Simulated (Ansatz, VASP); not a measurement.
# WS2 (Tungstenite) in two plane-wave programs

Aim: how closely do two programs agree when they are given the same cell, functional and k mesh? The cell is taken from a series of runs on this material, whose earlier steps may have relaxed, scaled, displaced or heated it; both programs get it as it stands.

Program: Ansatz 0.2.0. Level of theory: plane waves, with VASP 6.6.1 beside it; relaxation of cell and atoms at r2SCAN with rVV10. Results are calculated unless marked as measured.

### 1. Set-up

The structure is hexagonal, space group P6_3/mmc (No. 194). Conventional cell: a = 3.180 Å, b = 3.180 Å, c = 12.500 Å, α = 90.00°, β = 90.00°, γ = 120.00°. Nearest to W lie 6 S at 2.41 Å. Nearest to S lie 3 W at 2.41 Å. Farther neighbours and most contacts between anions are not listed.

### 2. VASP: relaxation of cell and atoms, r2SCAN with rVV10

The relaxed volume is the usual yardstick between codes: in a stiff, nearly cubic crystal its relative difference is about their pressure difference at one cell divided by the bulk modulus.

Lines of VASP's logs that name or quote its potential files are left out, and so is its time.

The input, INCAR:

```
SYSTEM = WS2
PREC = Accurate
ENCUT = 660
EDIFF = 1E-07
NELM = 120
ISMEAR = 0
SIGMA = 0.02
LREAL = .FALSE.
ALGO = Normal
METAGGA = R2SCAN
LUSE_VDW = .TRUE.
IVDW_NL = 2
BPARAM = 11.95
CPARAM = 0.0093
LASPH = .TRUE.
NBANDS = 24
LORBIT = 11
LWAVE = .FALSE.
LCHARG = .FALSE.
ISIF = 3
IBRION = 2
NSW = 80
EDIFFG = -0.005
GGA_COMPAT = .FALSE.
NELMIN = 4
EFERMI = MIDGAP
LMIXTAU = .TRUE.
KPAR = 2
```

The input, POSCAR:

```
WS2
1.0
    3.1800000000      0.0000000000      0.0000000000
   -1.5900000000      2.7539610000      0.0000000000
    0.0000000000      0.0000000000     12.5000000000
W S
2 4
Direct
    0.3333333333      0.6666666667      0.2500000000
    0.6666666667      0.3333333333      0.7500000000
    0.3333333333      0.6666666667      0.6250000000
    0.6666666667      0.3333333333      0.1250000000
    0.3333333333      0.6666666667      0.8750000000
    0.6666666667      0.3333333333      0.3750000000
```

The input, KPOINTS:

```
Automatic mesh
0
Gamma
9 9 2
0 0 0
```

PAW data sets: W and S (PBE family, release 64).

On the command line:

```sh
> mpirun -np 2 vasp_std
```

Numbers of over 12 decimals in the logs are rounded to 6 here.

What it wrote:

```text
[banner, memory and clock lines left out]
running    2 mpi-ranks, on    1 nodes
 distrk:  each k-point on    1 cores,    2 groups
 distr:  one band on    1 cores,    1 groups

 POSCAR found type information on POSCAR W S
 POSCAR found :  2 types and       6 ions
|                                                                             |
|               ----> ADVICE to this user running VASP <----                  |
|                                                                             |
|     You have switched on vdW-DFT.                                           |
|     This routine was written and supplied by Jiri Klimes. We recommend      |
|     that you carefully read and cite the following publications:            |
|       J. Klimes, D.R. Bowler, A. Michelides                                 |
|          J. Phys.: Cond Matt. 22 022201 (2010)                              |
|       J. Klimes, D.R. Bowler, A. Michelides                                 |
|          Phys. Rev. B. 83, 195131 (2011)                                    |
|     and references therein.                                                 |
|                                                                             |

|                                                                             |
|               ----> ADVICE to this user running VASP <----                  |
|                                                                             |
|     You enforced a specific xc type in the INCAR file but a different       |
|     [... a line on the potential file left out ...]
|     I HOPE YOU KNOW WHAT YOU ARE DOING!                                     |
|                                                                             |

 LDA part: xc-table for (None), standard interpolation
 POSCAR, INCAR and KPOINTS ok, starting setup
 FFT: planning ... GRIDC
 FFT: planning ... GRID_SOFT
 FFT: planning ... GRID
 WAVECAR not read
 entering main loop
       N       E                     dE             d eps       ncg     rms          rms(c)
Total rVV10 correction in eV:      0.6721195    47.2063438
Total rVV10 correction in eV:      0.6721195    47.2063438
DAV:   1     0.136207154433E+03    0.13621E+03   -0.19232E+04  1152   0.166E+03
DAV:   2    -0.125393326504E+03   -0.26160E+03   -0.25016E+03  1528   0.324E+02
DAV:   3    -0.146042124904E+03   -0.20649E+02   -0.20487E+02  1576   0.851E+01
DAV:   4    -0.146500217875E+03   -0.45809E+00   -0.45637E+00  1552   0.140E+01
DAV:   5    -0.146513012219E+03   -0.12794E-01   -0.12787E-01  1584   0.213E+00    0.364E+01
Total rVV10 correction in eV:      0.6784659    47.2063438
Total rVV10 correction in eV:      0.6784659    47.2063438
DAV:   6    -0.144881705227E+03    0.16313E+01   -0.12089E+01  1648   0.180E+01    0.196E+01
Total rVV10 correction in eV:      0.6680789    47.2063438
Total rVV10 correction in eV:      0.6680789    47.2063438
DAV:   7    -0.140559680137E+03    0.43220E+01   -0.43899E+00  1576   0.133E+01    0.102E+01
Total rVV10 correction in eV:      0.6720269    47.2063438
Total rVV10 correction in eV:      0.6720269    47.2063438
DAV:   8    -0.140301160412E+03    0.25852E+00   -0.74935E-01  1664   0.599E+00    0.638E-01
Total rVV10 correction in eV:      0.6761232    47.2063438
Total rVV10 correction in eV:      0.6761232    47.2063438
DAV:   9    -0.139659072369E+03    0.64209E+00   -0.19775E-01  1424   0.312E+00    0.583E-01
Total rVV10 correction in eV:      0.6789811    47.2063438
Total rVV10 correction in eV:      0.6789811    47.2063438
DAV:  10    -0.139330316935E+03    0.32876E+00   -0.17696E-01  1264   0.378E+00    0.483E-01
Total rVV10 correction in eV:      0.6817047    47.2063438
Total rVV10 correction in eV:      0.6817047    47.2063438
DAV:  11    -0.139343341779E+03   -0.13025E-01   -0.18312E-02  1488   0.142E+00    0.521E-01
Total rVV10 correction in eV:      0.6886008    47.2063438
Total rVV10 correction in eV:      0.6886008    47.2063438
DAV:  12    -0.139642688377E+03   -0.29935E+00   -0.12839E-01  1224   0.313E+00    0.189E-01
Total rVV10 correction in eV:      0.6896983    47.2063438
Total rVV10 correction in eV:      0.6896983    47.2063438
DAV:  13    -0.139642456337E+03    0.23204E-03   -0.27560E-03  1616   0.396E-01    0.155E-01
Total rVV10 correction in eV:      0.6912676    47.2063438
Total rVV10 correction in eV:      0.6912676    47.2063438
DAV:  14    -0.139638655753E+03    0.38006E-02   -0.15252E-03  1384   0.329E-01    0.177E-01
Total rVV10 correction in eV:      0.6913057    47.2063438
Total rVV10 correction in eV:      0.6913057    47.2063438
DAV:  15    -0.139642267595E+03   -0.36118E-02   -0.17015E-03  1400   0.317E-01    0.958E-02
[...]
Total rVV10 correction in eV:      0.6796873    47.2063438
Total rVV10 correction in eV:      0.6796873    47.2063438
DAV:   1    -0.139656555506E+03   -0.27592E-01   -0.58044E-01  1184   0.441E+00    0.157E+00
Total rVV10 correction in eV:      0.6838836    47.2063438
Total rVV10 correction in eV:      0.6838836    47.2063438
DAV:   2    -0.139647304500E+03    0.92510E-02   -0.28702E-02  1400   0.115E+00    0.123E+00
Total rVV10 correction in eV:      0.6868644    47.2063438
Total rVV10 correction in eV:      0.6868644    47.2063438
DAV:   3    -0.139643810703E+03    0.34938E-02   -0.84269E-03  1336   0.484E-01    0.386E-01
[...]
Total rVV10 correction in eV:      0.6884822    47.2063438
Total rVV10 correction in eV:      0.6884822    47.2063438
DAV:  17    -0.139646389342E+03    0.49596E-07   -0.75734E-09   672   0.666E-04
Total rVV10 correction in eV:      0.6884451    47.2063438
Total rVV10 correction in eV:      0.6884451    47.2063438
Total rVV10 correction in eV:      0.6884747    47.2063438
Total rVV10 correction in eV:      0.6884747    47.2063438
   3 F= -.13964639E+03 E0= -.13964639E+03  d E =-.385004E-02
 curvature:  -0.16 expect dE=-0.264E-03 dE for cont linesearch -0.133E-07
 trial: gam= 0.07333 g(F)=  0.484E-03 g(S)=  0.120E-02 ort =-0.447E-04 (trialstep = 0.864E+00)
 search vector abs. value=  0.180E-02
 bond charge predicted
       N       E                     dE             d eps       ncg     rms          rms(c)
Total rVV10 correction in eV:      0.6875633    47.2063438
Total rVV10 correction in eV:      0.6875633    47.2063438
DAV:   1    -0.139648186287E+03   -0.17969E-02   -0.70779E-02  1152   0.150E+00    0.157E-01
Total rVV10 correction in eV:      0.6869373    47.2063438
Total rVV10 correction in eV:      0.6869373    47.2063438
DAV:   2    -0.139647054259E+03    0.11320E-02   -0.50879E-03  1472   0.442E-01    0.178E-01
Total rVV10 correction in eV:      0.6868794    47.2063438
Total rVV10 correction in eV:      0.6868794    47.2063438
DAV:   3    -0.139646966501E+03    0.87758E-04   -0.60846E-04  1456   0.164E-01    0.678E-02
Total rVV10 correction in eV:      0.6868302    47.2063438
Total rVV10 correction in eV:      0.6868302    47.2063438
DAV:   4    -0.139646925394E+03    0.41108E-04   -0.22524E-04  1496   0.932E-02    0.452E-02
Total rVV10 correction in eV:      0.6868272    47.2063438
Total rVV10 correction in eV:      0.6868272    47.2063438
DAV:   5    -0.139646926108E+03   -0.71431E-06   -0.35238E-05  1488   0.380E-02    0.354E-02
Total rVV10 correction in eV:      0.6869134    47.2063438
Total rVV10 correction in eV:      0.6869134    47.2063438
DAV:   6    -0.139646922301E+03    0.38073E-05   -0.17166E-05  1384   0.297E-02    0.125E-02
Total rVV10 correction in eV:      0.6869511    47.2063438
Total rVV10 correction in eV:      0.6869511    47.2063438
DAV:   7    -0.139646926683E+03   -0.43825E-05   -0.49655E-06  1280   0.236E-02    0.336E-03
Total rVV10 correction in eV:      0.6869610    47.2063438
Total rVV10 correction in eV:      0.6869610    47.2063438
DAV:   8    -0.139646928668E+03   -0.19852E-05   -0.12300E-06  1400   0.917E-03    0.242E-03
Total rVV10 correction in eV:      0.6869631    47.2063438
Total rVV10 correction in eV:      0.6869631    47.2063438
DAV:   9    -0.139646928203E+03    0.46576E-06   -0.96258E-08   832   0.271E-03    0.170E-03
Total rVV10 correction in eV:      0.6869683    47.2063438
Total rVV10 correction in eV:      0.6869683    47.2063438
DAV:  10    -0.139646928675E+03   -0.47292E-06   -0.73073E-08   720   0.268E-03    0.723E-04
Total rVV10 correction in eV:      0.6869661    47.2063438
Total rVV10 correction in eV:      0.6869661    47.2063438
DAV:  11    -0.139646927765E+03    0.91086E-06   -0.67627E-08   688   0.218E-03    0.444E-04
Total rVV10 correction in eV:      0.6869655    47.2063438
Total rVV10 correction in eV:      0.6869655    47.2063438
DAV:  12    -0.139646927821E+03   -0.56213E-07   -0.89684E-09   696   0.753E-04
Total rVV10 correction in eV:      0.6869653    47.2063438
Total rVV10 correction in eV:      0.6869653    47.2063438
Total rVV10 correction in eV:      0.6869655    47.2063438
Total rVV10 correction in eV:      0.6869655    47.2063438
   4 F= -.13964693E+03 E0= -.13964693E+03  d E =-.538479E-03
 trial-energy change:   -0.000538  1 .order   -0.000535   -0.001453    0.000383
 step:   0.6856(harm=  0.6841)  dis= 0.00142  next Energy=  -139.646967 (dE=-0.578E-03)
 bond charge predicted
       N       E                     dE             d eps       ncg     rms          rms(c)
Total rVV10 correction in eV:      0.6871547    47.2063438
Total rVV10 correction in eV:      0.6871547    47.2063438
DAV:   1    -0.139647021463E+03   -0.93699E-04   -0.30296E-03  1152   0.313E-01    0.412E-02
Total rVV10 correction in eV:      0.6872817    47.2063438
Total rVV10 correction in eV:      0.6872817    47.2063438
DAV:   2    -0.139646973092E+03    0.48372E-04   -0.21322E-04  1464   0.909E-02    0.291E-02
Total rVV10 correction in eV:      0.6872955    47.2063438
Total rVV10 correction in eV:      0.6872955    47.2063438
DAV:   3    -0.139646969623E+03    0.34690E-05   -0.27117E-05  1448   0.350E-02    0.115E-02
Total rVV10 correction in eV:      0.6873055    47.2063438
Total rVV10 correction in eV:      0.6873055    47.2063438
DAV:   4    -0.139646968029E+03    0.15940E-05   -0.83999E-06  1456   0.182E-02    0.715E-03
Total rVV10 correction in eV:      0.6873031    47.2063438
Total rVV10 correction in eV:      0.6873031    47.2063438
DAV:   5    -0.139646967953E+03    0.75562E-07   -0.11592E-06  1592   0.648E-03    0.496E-03
Total rVV10 correction in eV:      0.6872826    47.2063438
Total rVV10 correction in eV:      0.6872826    47.2063438
DAV:   6    -0.139646967201E+03    0.75255E-06   -0.63095E-07  1296   0.586E-03    0.158E-03
Total rVV10 correction in eV:      0.6872767    47.2063438
Total rVV10 correction in eV:      0.6872767    47.2063438
DAV:   7    -0.139646967895E+03   -0.69460E-06   -0.23096E-07  1088   0.529E-03    0.477E-04
Total rVV10 correction in eV:      0.6872744    47.2063438
Total rVV10 correction in eV:      0.6872744    47.2063438
DAV:   8    -0.139646967438E+03    0.45679E-06   -0.57027E-08   704   0.207E-03    0.456E-04
Total rVV10 correction in eV:      0.6872739    47.2063438
Total rVV10 correction in eV:      0.6872739    47.2063438
DAV:   9    -0.139646967546E+03   -0.10741E-06   -0.70434E-09   648   0.606E-04    0.285E-04
Total rVV10 correction in eV:      0.6872736    47.2063438
Total rVV10 correction in eV:      0.6872736    47.2063438
DAV:  10    -0.139646967645E+03   -0.99567E-07   -0.34998E-09   624   0.619E-04
Total rVV10 correction in eV:      0.6872733    47.2063438
Total rVV10 correction in eV:      0.6872733    47.2063438
Total rVV10 correction in eV:      0.6872733    47.2063438
Total rVV10 correction in eV:      0.6872733    47.2063438
   5 F= -.13964697E+03 E0= -.13964697E+03  d E =-.578304E-03
 curvature:  -0.37 expect dE=-0.574E-06 dE for cont linesearch -0.363E-09
 trial: gam=-0.00272 g(F)=  0.127E-05 g(S)=  0.291E-06 ort = 0.134E-05 (trialstep = 0.829E+00)
 search vector abs. value=  0.157E-05
 reached required accuracy - stopping structural energy minimisation
```

Parts of OUTCAR (step 2):

```text
ion  position               nearest neighbor table
   1  0.333  0.667  0.250-   4 2.41   6 2.41   4 2.41   6 2.41   4 2.41   6 2.41
   2  0.667  0.333  0.750-   3 2.41   5 2.41   3 2.41   5 2.41   3 2.41   5 2.41
   3  0.333  0.667  0.625-   2 2.41   2 2.41   2 2.41
   4  0.667  0.333  0.125-   1 2.41   1 2.41   1 2.41
   5  0.333  0.667  0.875-   2 2.41   2 2.41   2 2.41
   6  0.667  0.333  0.375-   1 2.41   1 2.41   1 2.41

  LATTYP: Found a hexagonal cell.
 ALAT       =     3.1800000000
 C/A-ratio  =     3.9308176101

 Subroutine GETGRP returns: Found 24 space group operations
 (whereof 12 operations were pure point group operations)

The static configuration has the point symmetry D_3d.
 The point group associated with its full space group is D_6h.

 Found     24 irreducible k-points:

   k-points           NKPTS =     24   k-points in BZ     NKDIM =     24   number of bands    NBANDS=     24

   dimension x,y,z NGX =    28 NGY =   28 NGZ =  108
   dimension x,y,z NGXF=    56 NGYF=   56 NGZF=  216

   ENCUT  =  660.0 eV  48.51 Ry    6.96 a.u.   6.66  6.66 26.18*2*pi/ulx,y,z

   NELECT =      36.0000    total number of electrons

 k-points in reciprocal lattice and weights: Automatic mesh
   0.00000000  0.00000000  0.00000000       0.006
   0.11111111  0.00000000  0.00000000       0.037
   0.22222222 -0.00000000  0.00000000       0.037
   0.33333333 -0.00000000  0.00000000       0.037
   0.44444444 -0.00000000  0.00000000       0.037
   0.11111111  0.11111111  0.00000000       0.037
   0.22222222  0.11111111  0.00000000       0.074
   0.33333333  0.11111111  0.00000000       0.074
   0.44444444  0.11111111  0.00000000       0.037
[...]
0.33333333  0.22222222  0.50000000       0.074
   0.33333333  0.33333333  0.50000000       0.012

 average (electrostatic) potential at core
       1 -45.9396       2 -45.9396       3 -89.0407       4 -89.0407       5 -89.0407
       6 -89.0407

 E-fermi :   6.6050

 k-point     1 :       0.0000    0.0000    0.0000
  band No.  band energies     occupation
    ...
     14       3.6166      2.00000
     15       3.6166      2.00000
     16       4.2950      2.00000
     17       4.8195      2.00000
     18       5.9764      2.00000
     19       8.4365      0.00000
     20       8.4365      0.00000
     21       8.4474      0.00000
     22       8.4474      0.00000
     23       8.5117      0.00000
    ...

 k-point     2 :       0.1111    0.0000    0.0000
  band No.  band energies     occupation
    ...
     14       3.3022      2.00000
     15       3.6367      2.00000
     16       4.5098      2.00000
     17       4.8151      2.00000
     18       5.5899      2.00000
     19       8.1032      0.00000
     20       8.3079      0.00000
     21       8.3125      0.00000
     22       8.4031      0.00000
     23       8.4246      0.00000
    ...

 k-point     3 :       0.2222   -0.0000    0.0000
  band No.  band energies     occupation
    ...
     14       3.0558      2.00000
     15       3.3766      2.00000
     16       4.1468      2.00000
     17       4.5300      2.00000
     18       4.6634      2.00000
     19       7.5037      0.00000
     20       8.0021      0.00000
     21       8.2017      0.00000
     22       8.3694      0.00000
     23       8.4762      0.00000
    ...

  Total        0.0024839      0.0024839     -0.0048839      0.0000000      0.0000000      0.0000000
  in kB        0.0366535      0.0366535     -0.0720690      0.0000000      0.0000000      0.0000000
  external PRESSURE =       0.0004127 kB  Pullay stress =       0.0000000 kB

  energy-cutoff  :      660.00
  volume of cell :      108.57
      direct lattice vectors                 reciprocal lattice vectors
     3.167203291  0.000000000  0.000000000     0.315735969  0.182290232  0.000000000
    -1.583601646  2.742878723  0.000000000     0.000000000  0.364580465  0.000000000
    -0.000000000 -0.000000000 12.498084989     0.000000000 -0.000000000  0.080012258

 POSITION                                       TOTAL-FORCE (eV/Angst)
 -----------------------------------------------------------------------------------
     -0.00000      1.82859      3.12452        -0.000000     -0.000000     -0.000000
      1.58360      0.91429      9.37356         0.000000     -0.000000     -0.000000
     -0.00000      1.82859      7.81137         0.000000      0.000000     -0.002568
      1.58360      0.91429      1.56233         0.000000      0.000000     -0.002568
     -0.00000      1.82859     10.93576        -0.000000     -0.000000      0.002568
      1.58360      0.91429      4.68671        -0.000000     -0.000000      0.002568
 -----------------------------------------------------------------------------------
    total drift:                               -0.000000      0.000000     -0.000000

  FREE ENERGIE OF THE ION-ELECTRON SYSTEM (eV)
  ---------------------------------------------------
  free  energy   TOTEN  =      -139.6469676453 eV

  energy  without entropy=     -139.6469676453  energy(sigma->0) =     -139.64696765

 reached required accuracy - stopping structural energy minimisation

 total charge
# of ion       s       p       d       tot
------------------------------------------
    1        0.547   0.723   4.260   5.530
    2        0.547   0.723   4.260   5.530
    3        1.351   2.382   0.000   3.733
    4        1.351   2.382   0.000   3.733
    5        1.351   2.382   0.000   3.733
    6        1.351   2.382   0.000   3.733
--------------------------------------------------
tot          6.497  10.973   8.521  25.991

[... 3 further parts left out ...]
```

This run has no spin polarisation, so a moment on W, if there is one, isn't seen. The data set W keeps the semicore shell frozen, which is cheaper and a little less accurate.

[end of part 1 of 2]

[Lines on the potential files, build, host, timing and source positions are cut from VASP's logs without a mark.]

[Logs are printed without paths, hosts, clocks, repeated set-up lines and the standing remarks that a program may print on its own settings, such as how far it seeks lower states.]

[Hosts, paths, dates, database ids (printed as entryN), source tags and the programs' standing remarks are cut or masked in the printed files.]
